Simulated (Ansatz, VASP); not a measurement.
## TiPd in VASP and in Ansatz

```xyz
2
Lattice="3.2011 0.0000 0.0000 0.0000 3.2011 0.0000 0.0000 0.0000 3.2011" Properties=species:S:1:pos:R:3 pbc="T T T"
Ti    1.6005    1.6005    1.6005
Pd    0.0000    0.0000    0.0000
```

Change from the starting cell: volume scaled by 1.02.

Alike in both runs: task single point; functional PBEsol; k mesh 13 × 13 × 13; occupations fermi-dirac, width 0.08 eV; no spin polarisation.

|  | VASP | Ansatz |
| --- | --- | --- |
| version | VASP 6.6.1 | Ansatz 0.2.0 |
| potentials or method | VASP PAW PBE potentials, release 64 (Ti_sv, Pd), cutoff 520 eV | all-electron LAPW, scalar-relativistic |

|  | VASP | Ansatz | Ansatz less VASP |
| --- | --- | --- | --- |
| pressure (GPa) | -9.5 | -9.5 | +0.09 |

Ansatz ran all-electron here, so the differences hold the error of VASP's frozen core and of both bases.

Caveats: the PAW data sets were made with another functional, which shifts forces and pressure a little (VASP).
